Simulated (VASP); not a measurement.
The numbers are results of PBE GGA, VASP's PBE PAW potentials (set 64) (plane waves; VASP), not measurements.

Input for VASP

### POSCAR
```
Al35N36
1
    4.6932676572    -8.1289780182     0.0000000000
    4.6932676572     8.1289780182     0.0000000000
    0.0000000000     0.0000000000    10.0192026154
Al N
35 36
Direct
  0.2222220000   0.1111110000   0.2500000000
  0.1111110000   0.2222220000   0.0000000000
  0.2222220000   0.1111110000   0.7500000000
  0.1074920000   0.2211480000   0.4992230000
  0.2160250000   0.4413550000   0.2456200000
  0.1111110000   0.5555560000   0.0000000000
  0.2261980000   0.4435630000   0.7485270000
  0.1102230000   0.5539940000   0.5047900000
  0.2222220000   0.7777780000   0.2500000000
  0.1111110000   0.8888890000   0.0000000000
  0.2222220000   0.7777780000   0.7500000000
  0.1111110000   0.8888890000   0.5000000000
  0.5555560000   0.1111110000   0.2500000000
  0.4444440000   0.2222220000   0.0000000000
  0.5555560000   0.1111110000   0.7500000000
  0.4461870000   0.2184350000   0.4975870000
  0.5575620000   0.4476980000   0.2541090000
  0.4444440000   0.5555560000   0.0000000000
  0.5496770000   0.4399160000   0.7536330000
  0.5582280000   0.7801640000   0.2520150000
  0.4444440000   0.8888890000   0.0000000000
  0.5520000000   0.7769370000   0.7459720000
  0.4381240000   0.8850660000   0.5029260000
  0.8888890000   0.1111110000   0.2500000000
  0.7777780000   0.2222220000   0.0000000000
  0.8888890000   0.1111110000   0.7500000000
  0.7777780000   0.2222220000   0.5000000000
  0.8888890000   0.4444440000   0.2500000000
  0.7777780000   0.5555560000   0.0000000000
  0.8888890000   0.4444440000   0.7500000000
  0.7761090000   0.5563970000   0.5046190000
  0.8888890000   0.7777780000   0.2500000000
  0.7777780000   0.8888890000   0.0000000000
  0.8888890000   0.7777780000   0.7500000000
  0.7838530000   0.8917560000   0.5038050000
  0.2222220000   0.1111110000   0.4410000000
  0.1111110000   0.2222220000   0.1910000000
  0.2222220000   0.1111110000   0.9410000000
  0.1111110000   0.2222220000   0.6910000000
  0.2230740000   0.4445940000   0.4363420000
  0.1111110000   0.5555560000   0.1910000000
  0.2222220000   0.4444440000   0.9410000000
  0.1111110000   0.5555560000   0.6910000000
  0.2222220000   0.7777780000   0.4410000000
  0.1111110000   0.8888890000   0.1910000000
  0.2222220000   0.7777780000   0.9410000000
  0.1111110000   0.8888890000   0.6910000000
  0.5555560000   0.1111110000   0.4410000000
  0.4444440000   0.2222220000   0.1910000000
  0.5555560000   0.1111110000   0.9410000000
  0.4444440000   0.2222220000   0.6910000000
  0.5518680000   0.4441120000   0.4381250000
  0.4435780000   0.5518850000   0.1884750000
  0.5555560000   0.4444440000   0.9410000000
  0.4435490000   0.5491710000   0.6902250000
  0.5514430000   0.7788730000   0.4362590000
  0.4444440000   0.8888890000   0.1910000000
  0.5555560000   0.7777780000   0.9410000000
  0.4444440000   0.8888890000   0.6910000000
  0.8888890000   0.1111110000   0.4410000000
  0.7777780000   0.2222220000   0.1910000000
  0.8888890000   0.1111110000   0.9410000000
  0.7777780000   0.2222220000   0.6910000000
  0.8888890000   0.4444440000   0.4410000000
  0.7777780000   0.5555560000   0.1910000000
  0.8888890000   0.4444440000   0.9410000000
  0.7777780000   0.5555560000   0.6910000000
  0.8888890000   0.7777780000   0.4410000000
  0.7777780000   0.8888890000   0.1910000000
  0.8888890000   0.7777780000   0.9410000000
  0.7777780000   0.8888890000   0.6910000000
```

**KPOINTS**
```
Automatic mesh
0
Gamma
1 1 1
0 0 0
```

**INCAR**
```
SYSTEM = Al35N36
PREC = Normal
ENCUT = 400
EDIFF = 1E-5
NELM = 100
ALGO = Fast
LREAL = Auto
LASPH = .TRUE.
ISMEAR = 0
SIGMA = 0.05
GGA = PE
LWAVE = .TRUE.
LCHARG = .FALSE.
NELMIN = 4
ISYM = 0
NELECT = 286.0
IBRION = 2
ISIF = 2
NSW = 60
EDIFFG = -0.03
```

POTCAR, in this order: Al N (PBE.64 set). Program: vasp_gam.

What VASP printed:

File OSZICAR:
```
...
  13 F= -.51352390E+03 E0= -.51348712E+03  d E =-.619784E-02
       N       E                     dE             d eps       ncg     rms          rms(c)
DAV:   1    -0.513526367144E+03   -0.24725E-02   -0.11345E+00   358   0.251E+00    0.307E-01
RMM:   2    -0.513571619857E+03   -0.45253E-01   -0.25789E-02   358   0.308E-01    0.408E+00
RMM:   3    -0.513517997583E+03    0.53622E-01   -0.80874E-03   360   0.242E-01    0.107E+00
RMM:   4    -0.513526583832E+03   -0.85862E-02   -0.28488E-03   361   0.151E-01    0.194E-01
RMM:   5    -0.513527435624E+03   -0.85179E-03   -0.69748E-04   358   0.693E-02    0.166E-01
RMM:   6    -0.513527576925E+03   -0.14130E-03   -0.22777E-04   343   0.287E-02    0.290E-01
RMM:   7    -0.513527277121E+03    0.29980E-03   -0.41795E-04   368   0.385E-02    0.581E-02
RMM:   8    -0.513527304657E+03   -0.27536E-04   -0.47834E-05   291   0.161E-02    0.208E-02
RMM:   9    -0.513527308558E+03   -0.39011E-05   -0.11790E-05   215   0.692E-03
  14 F= -.51352731E+03 E0= -.51349062E+03  d E =-.341046E-02
       N       E                     dE             d eps       ncg     rms          rms(c)
DAV:   1    -0.513527448988E+03   -0.14433E-03   -0.18386E-01   364   0.101E+00    0.124E-01
RMM:   2    -0.513535012876E+03   -0.75639E-02   -0.42084E-03   358   0.124E-01    0.179E+00
RMM:   3    -0.513524279316E+03    0.10734E-01   -0.15989E-03   359   0.111E-01    0.263E-01
RMM:   4    -0.513527570412E+03   -0.32911E-02   -0.64664E-04   348   0.721E-02    0.139E-01
RMM:   5    -0.513527612018E+03   -0.41606E-04   -0.11605E-04   325   0.287E-02    0.338E-02
RMM:   6    -0.513527665358E+03   -0.53340E-04   -0.95451E-05   322   0.182E-02    0.152E-01
RMM:   7    -0.513527596367E+03    0.68991E-04   -0.21177E-05   233   0.102E-02    0.276E-02
RMM:   8    -0.513527606188E+03   -0.98208E-05   -0.66044E-06   214   0.661E-03
  15 F= -.51352761E+03 E0= -.51349092E+03  d E =-.370808E-02
       N       E                     dE             d eps       ncg     rms          rms(c)
DAV:   1    -0.513528671299E+03   -0.10749E-02   -0.89673E-01   358   0.219E+00    0.207E-01
RMM:   2    -0.513545253686E+03   -0.16582E-01   -0.15864E-02   358   0.255E-01    0.253E+00
RMM:   3    -0.513524069228E+03    0.21184E-01   -0.43694E-03   360   0.171E-01    0.464E-01
RMM:   4    -0.513529715631E+03   -0.56464E-02   -0.15973E-03   364   0.110E-01    0.270E-01
RMM:   5    -0.513529575600E+03    0.14003E-03   -0.38422E-04   359   0.476E-02    0.791E-02
RMM:   6    -0.513529525227E+03    0.50372E-04   -0.52492E-04   361   0.406E-02    0.654E-02
RMM:   7    -0.513529548428E+03   -0.23200E-04   -0.57964E-05   294   0.160E-02    0.108E-01
RMM:   8    -0.513529511134E+03    0.37293E-04   -0.18873E-05   224   0.942E-03    0.174E-02
RMM:   9    -0.513529519380E+03   -0.82461E-05   -0.16761E-05   220   0.816E-03
  16 F= -.51352952E+03 E0= -.51349284E+03  d E =-.191319E-02
       N       E                     dE             d eps       ncg     rms          rms(c)
DAV:   1    -0.513529531193E+03   -0.20059E-04   -0.17629E-02   396   0.308E-01    0.297E-02
RMM:   2    -0.513529865635E+03   -0.33444E-03   -0.31381E-04   358   0.354E-02    0.357E-01
RMM:   3    -0.513529437103E+03    0.42853E-03   -0.78816E-05   287   0.235E-02    0.397E-02
RMM:   4    -0.513529560759E+03   -0.12366E-03   -0.30219E-05   240   0.152E-02    0.708E-02
RMM:   5    -0.513529546101E+03    0.14658E-04   -0.79753E-06   217   0.630E-03    0.118E-02
RMM:   6    -0.513529548141E+03   -0.20404E-05   -0.77829E-06   214   0.545E-03
  17 F= -.51352955E+03 E0= -.51349284E+03  d E =-.194195E-02
       N       E                     dE             d eps       ncg     rms          rms(c)
DAV:   1    -0.513529726434E+03   -0.18033E-03   -0.51631E-01   358   0.171E+00    0.180E-01
RMM:   2    -0.513542466407E+03   -0.12740E-01   -0.10972E-02   358   0.211E-01    0.211E+00
RMM:   3    -0.513527388213E+03    0.15078E-01   -0.26626E-03   359   0.125E-01    0.337E-01
RMM:   4    -0.513530361507E+03   -0.29733E-02   -0.91808E-04   365   0.771E-02    0.226E-01
RMM:   5    -0.513530235461E+03    0.12605E-03   -0.23298E-04   353   0.369E-02    0.678E-02
RMM:   6    -0.513530591962E+03   -0.35650E-03   -0.18184E-04   336   0.234E-02    0.380E-01
RMM:   7    -0.513530126849E+03    0.46511E-03   -0.22098E-04   359   0.296E-02    0.482E-02
RMM:   8    -0.513530200884E+03   -0.74035E-04   -0.27938E-05   245   0.150E-02    0.165E-02
RMM:   9    -0.513530206219E+03   -0.53352E-05   -0.10956E-05   216   0.693E-03
  18 F= -.51353021E+03 E0= -.51349353E+03  d E =-.658078E-03
       N       E                     dE             d eps       ncg     rms          rms(c)
DAV:   1    -0.513530230492E+03   -0.29608E-04   -0.21683E-02   364   0.351E-01    0.361E-02
RMM:   2    -0.513530731706E+03   -0.50121E-03   -0.46581E-04   358   0.436E-02    0.429E-01
RMM:   3    -0.513530142224E+03    0.58948E-03   -0.10249E-04   311   0.243E-02    0.338E-02
RMM:   4    -0.513530274847E+03   -0.13262E-03   -0.30974E-05   245   0.145E-02    0.975E-02
RMM:   5    -0.513530244550E+03    0.30297E-04   -0.85996E-06   205   0.689E-03    0.154E-02
RMM:   6    -0.513530252737E+03   -0.81872E-05   -0.11930E-05   204   0.726E-03
  19 F= -.51353025E+03 E0= -.51349358E+03  d E =-.704596E-03
       N       E                     dE             d eps       ncg     rms          rms(c)
DAV:   1    -0.513530588521E+03   -0.34397E-03   -0.14436E-01   358   0.911E-01    0.298E-01
RMM:   2    -0.513572027916E+03   -0.41439E-01   -0.14202E-02   358   0.178E-01    0.318E+00
RMM:   3    -0.513526087682E+03    0.45940E-01   -0.72665E-03   364   0.167E-01    0.555E-01
RMM:   4    -0.513530113686E+03   -0.40260E-02   -0.11605E-03   358   0.916E-02    0.116E-01
RMM:   5    -0.513530526989E+03   -0.41330E-03   -0.39440E-04   343   0.411E-02    0.139E-01
RMM:   6    -0.513530521371E+03    0.56184E-05   -0.97411E-05   302   0.194E-02
  20 F= -.51353052E+03 E0= -.51349371E+03  d E =-.268634E-03
       N       E                     dE             d eps       ncg     rms          rms(c)
DAV:   1    -0.513530454391E+03    0.72598E-04   -0.20731E-02   380   0.346E-01    0.554E-02
RMM:   2    -0.513531923881E+03   -0.14695E-02   -0.64518E-04   358   0.464E-02    0.756E-01
RMM:   3    -0.513530152555E+03    0.17713E-02   -0.23502E-04   346   0.361E-02    0.532E-02
RMM:   4    -0.513530483911E+03   -0.33136E-03   -0.62405E-05   279   0.217E-02    0.124E-01
RMM:   5    -0.513530450082E+03    0.33829E-04   -0.17728E-05   227   0.996E-03    0.186E-02
RMM:   6    -0.513530458475E+03   -0.83926E-05   -0.10790E-05   218   0.729E-03
  21 F= -.51353046E+03 E0= -.51349372E+03  d E =-.205738E-03
       N       E                     dE             d eps       ncg     rms          rms(c)
DAV:   1    -0.513530504097E+03   -0.54015E-04   -0.80296E-03   364   0.214E-01    0.826E-02
RMM:   2    -0.513534272202E+03   -0.37681E-02   -0.10105E-03   358   0.463E-02    0.121E+00
RMM:   3    -0.513529686086E+03    0.45861E-02   -0.66475E-04   356   0.583E-02    0.850E-02
RMM:   4    -0.513530491095E+03   -0.80501E-03   -0.13928E-04   294   0.365E-02    0.108E-01
RMM:   5    -0.513530489534E+03    0.15604E-05   -0.29600E-05   244   0.134E-02
  22 F= -.51353049E+03 E0= -.51349376E+03  d E =-.236797E-03
       N       E                     dE             d eps       ncg     rms          rms(c)
DAV:   1    -0.513530508451E+03   -0.17356E-04   -0.89104E-04   348   0.705E-02    0.517E-02
RMM:   2    -0.513532074282E+03   -0.15658E-02   -0.37405E-04   334   0.263E-02    0.787E-01
RMM:   3    -0.513530083399E+03    0.19909E-02   -0.29319E-04   334   0.418E-02    0.651E-02
RMM:   4    -0.513530489308E+03   -0.40591E-03   -0.68991E-05   273   0.270E-02    0.501E-02
RMM:   5    -0.513530498042E+03   -0.87339E-05   -0.13044E-05   197   0.892E-03
  23 F= -.51353050E+03 E0= -.51349384E+03  d E =-.245305E-03
```

### OUTCAR
```
------------------------ aborting loop because EDIFF is reached ----------------------------------------
  FORCE on cell =-STRESS in cart. coord.  units (eV):
  Direction    XX          YY          ZZ          XY          YZ          ZX
  --------------------------------------------------------------------------------------
  Total        2.8244588      3.1119139     -5.1835757     -0.0085072     -0.0404982     -0.0193565
  in kB        5.9193143      6.5217437    -10.8633957     -0.0178288     -0.0848735     -0.0405661
  external PRESSURE =       0.5258874 kB  Pullay stress =       0.0000000 kB
  volume of cell :      764.49
      direct lattice vectors                 reciprocal lattice vectors
     4.693267657 -8.128978018  0.000000000     0.106535582 -0.061508347  0.000000000
     4.693267657  8.128978018  0.000000000     0.106535582  0.061508347  0.000000000
     0.000000000  0.000000000 10.019202615     0.000000000  0.000000000  0.099808342
  FREE ENERGIE OF THE ION-ELECTRON SYSTEM (eV)
  ---------------------------------------------------
  free  energy   TOTEN  =      -513.5304980417 eV

  energy  without entropy=     -513.4571848514  energy(sigma->0) =     -513.49384145

 reached required accuracy - stopping structural energy minimisation
```
(Selected blocks of OUTCAR.)

File CONTCAR:
```
Al35N36
   1.00000000000000
     4.6932676571999998   -8.1289780181999998    0.0000000000000000
     4.6932676571999998    8.1289780181999998    0.0000000000000000
     0.0000000000000000    0.0000000000000000   10.0192026153999993
  Al              N
    35    36
Direct
     0.2220209146523292    0.1111254649959754    0.2496532822169020
     0.1101241564851312    0.2212603556223375    0.9997142586304103
     0.2220884442935017    0.1110183236955388    0.7499524630041148
     0.1127680900098181    0.2225332636582959    0.5010485628283726
     0.2227348419001852    0.4446372245286703    0.2481173563013349
     0.1100853227423279    0.5551596978826794    0.9997132685189896
     0.2227768402359463    0.4445217391029972    0.7499593609158284
     0.1126890174460305    0.5565969295948873    0.5009711697634694
     0.2220530041738849    0.7774482304987974    0.2496512154038076
     0.1108266574785699    0.8885761121453380    0.0000877831076802
     0.2220812172244660    0.7772886995510573    0.7499062069847207
     0.1108260099320095    0.8886028802551136    0.4998287788945310
     0.5544210726342244    0.1104714842446360    0.2507044865784904
     0.4442584168988259    0.2212848297944547    0.9997628289392733
     0.5553624061011327    0.1108076055403810    0.7494422551691985
     0.4428081162170234    0.2226601364136275    0.5010427285617264
     0.5547441996491186    0.4446522981033625    0.2482834330861299
     0.4442328765579076    0.5553264207033841    0.9923794293332601
     0.5549348829037524    0.4445410201546938    0.7500348619518260
     0.5547907321555337    0.7767308131359812    0.2479958154792774
     0.4442215894224517    0.8893399522045417    0.9997208175861140
     0.5549596773285743    0.7766768286250497    0.7500374108151803
     0.4427529153296794    0.8867533808979214    0.5010168377258364
     0.8889265299082748    0.1104699631494405    0.2506723822391681
     0.7775255358484258    0.2219231118332194    0.0002333504771258
     0.8886308229900322    0.1108205652086368    0.7494322786600494
     0.7774532418718126    0.2219987420690385    0.4990127275355435
     0.8889457385895234    0.4450320998293232    0.2506658240764492
     0.7781697114038088    0.5551964720974725    0.9997391783630085
     0.8886345988053028    0.4440596475710941    0.7494403167702647
     0.7768245676841525    0.5565924565450378    0.5010033308624288
     0.8883310902119014    0.7774647144505908    0.2496230147598302
     0.7782670090353213    0.8893647392965979    0.9996888823610727
     0.8884377636888806    0.7773112799129348    0.7499468941080492
     0.7769972037024127    0.8866877228193054    0.5010264040055690
     0.2215249429922445    0.1100966389948627    0.4414055650567596
     0.1102222076284241    0.2201971224143543    0.1896509555396166
     0.2217827985320996    0.1104012666205968    0.9407792053932524
     0.1106250467524275    0.2212673173244973    0.6918194494154800
     0.1956999426921893    0.4310714018098061    0.4326840282062857
     0.1102281319447620    0.5565545822485984    0.1896296891187589
     0.2176570948106984    0.4419853737327752    0.9432693354290241
     0.1106103511638654    0.5555822774988155    0.6918037861964089
     0.2215405535368110    0.7778372330780444    0.4414121543987039
     0.1107955707087549    0.8886552704789020    0.1913312363743750
     0.2217598428219965    0.7776791119201804    0.9407262192311290
     0.1108778433859745    0.8885524444432428    0.6912202240367725
     0.5544312558972249    0.1104657209687293    0.4419319489391936
     0.4428705920722139    0.2202606797759454    0.1897129062092731
     0.5557573673285158    0.1110503947706927    0.9406471695819801
     0.4438335657529950    0.2212729758735535    0.6918569419708418
     0.5681758357669722    0.4312151434974236    0.4328319423949467
     0.4440810171456169    0.5553352950333363    0.1871896328000930
     0.5574225113383723    0.4419750715545072    0.9433061954518275
     0.4441984346443639    0.5552077783479448    0.7202199938119243
     0.5683391601537786    0.8036701810849227    0.4326382997509973
     0.4428534507457315    0.8892063581616827    0.1896239292532992
     0.5574989956999628    0.7818811038226413    0.9433039669505319
     0.4438647375714453    0.8888168838267495    0.6918174574236726
     0.8889443247549346    0.1104753631778363    0.4419099175660052
     0.7774767272624733    0.2220289467523129    0.1920623791370819
     0.8884311024249331    0.1110838136616634    0.9406351413873824
     0.7775058814469770    0.2218776305776897    0.6907012348005938
     0.8889468574002526    0.4449987001798917    0.4418929541012812
     0.7791900564529970    0.5565822434978397    0.1896980870099327
     0.8883753749361802    0.4436652613289803    0.9406542087777927
     0.7781598060631714    0.5555713636880960    0.6918128000055440
     0.8893076984150640    0.7778886323678905    0.4413758290070230
     0.7792762672189776    0.8892214642462968    0.1896311680704362
     0.8890753888810335    0.7776818561312526    0.9407496425201518
     0.7781440481432775    0.8888158909750306    0.6918072086666789
```

At this cut-off the stress carries a Pulay error, which pulls relaxed volumes low. The cell is charged, with a uniform compensating background. The supercell is sampled at Γ alone, which is coarse: total energies, pressure and levels can be off, energies of defects by several tenths of an eV.

The cell is a supercell with a defect, built from AlN (wurtzite): vac_Al, charge -1. The run is not spin-polarised, so no state with unpaired spins was tried.
